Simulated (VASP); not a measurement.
An input for Ansatz (written as the equivalent of a VASP run, and not itself run):

Ansatz 0.2 input:
```yaml
crystal:
  lattice:
    - [4.5380617, 0.0000000, 0.0000000]
    - [0.0000000, 5.5001653, 0.0000000]
    - [0.0000000, 0.0000000, 4.8896727]
  atoms:
    - { symbol: Ti, position: [0.5000000, 0.6737087, 0.7500000] }
    - { symbol: Ti, position: [0.5000000, 0.3262913, 0.2500000] }
    - { symbol: Ti, position: [0.0000000, 0.8262913, 0.2500000] }
    - { symbol: Ti, position: [0.0000000, 0.1737087, 0.7500000] }
    - { symbol: O, position: [0.7284600, 0.6184133, 0.0814461] }
    - { symbol: O, position: [0.2715400, 0.3815867, 0.9185539] }
    - { symbol: O, position: [0.7715400, 0.8815867, 0.5814461] }
    - { symbol: O, position: [0.2284600, 0.1184133, 0.4185539] }
    - { symbol: O, position: [0.2284600, 0.8815867, 0.9185539] }
    - { symbol: O, position: [0.7715400, 0.1184133, 0.0814461] }
    - { symbol: O, position: [0.2715400, 0.6184133, 0.4185539] }
    - { symbol: O, position: [0.7284600, 0.3815867, 0.5814461] }
kpoints:
  mp_grid: { grid: [6, 5, 5] }
hamiltonian:
  xc: pbesol
  pseudopotentials: { kind: paw }
scf:
  occupations: { method: tetrahedron }
  max_iter: 100
output: { forces: true, stress: true, eigenvalues: true }
```

Translate this input to VASP (INCAR, KPOINTS, POSCAR, choice of POTCAR).

One answer among several that fit: 
**KPOINTS**
```
Automatic mesh
0
Gamma
6 5 5
0 0 0
```

### POSCAR
```
TiO2
1
    4.5380616850     0.0000000000    -0.0000000000
    0.0000000000     5.5001652801     0.0000000000
    0.0000000000     0.0000000000     4.8896726580
Ti O
4 8
Direct
  0.5000000000   0.6737086538   0.7500000000
  0.5000000000   0.3262913462   0.2500000000
  0.0000000000   0.8262913462   0.2500000000
  0.0000000000   0.1737086538   0.7500000000
  0.7284600322   0.6184132961   0.0814460656
  0.2715399678   0.3815867039   0.9185539344
  0.7715399678   0.8815867039   0.5814460656
  0.2284600322   0.1184132961   0.4185539344
  0.2284600322   0.8815867039   0.9185539344
  0.7715399678   0.1184132961   0.0814460656
  0.2715399678   0.6184132961   0.4185539344
  0.7284600322   0.3815867039   0.5814460656
```

### INCAR
```
SYSTEM = TiO2
PREC = Accurate
ENCUT = 520
EDIFF = 1E-7
NELM = 100
ALGO = Normal
LREAL = .FALSE.
LASPH = .TRUE.
ISMEAR = -5
GGA = PS
LMAXMIX = 4
LWAVE = .FALSE.
LCHARG = .TRUE.
LORBIT = 11
NEDOS = 601
ISIF = 2
LEFG = .TRUE.
```

POTCAR, in this order: Ti_sv O (PBE.64 set). Program: vasp_std.

What does not carry over: each code has its own PAW files, so the cut-off isn't converted (ENCUT is set for VASP's; basis.ecutwfc is left out, and Ansatz then takes the one that its files recommend); Ansatz stops its SCF on the density residual and VASP on the energy change (EDIFF); the field gradients of LEFG aren't asked of the other code.

The structure comes from a computed database's TiO2 entry (Pbcn); how it stands against other phases isn't given here. It was relaxed first.
